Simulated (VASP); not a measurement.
```
BaO
1.0
    0.00000     2.78525     2.78525
    2.78525     0.00000     2.78525
    2.78525     2.78525     0.00000
Ba O
1 1
Direct
  0.00000   0.00000   0.00000
  0.50000   0.50000   0.50000
```

Computed with rev-vdW-DF2, VASP's PBE PAW potentials (set 64) (plane waves; VASP). Settings: 520 eV cut-off, Gaussian smearing of 0.050 eV, potentials Ba_sv O.

Unless said otherwise, spin-orbit coupling is left out, though it shifts the bands of the heavy elements here.

Problem. Predict the band gap (along the path) with the smallest direct gap where there is one.

Solution. 
```
Property                                Value
------------------------------------  -------
band gap (along the path)             2.00 eV
smallest direct gap (along the path)  2.00 eV
```

Only differences to runs with the same potentials and settings are physical.

The compound is BaO in the rock salt structure. It was relaxed first.
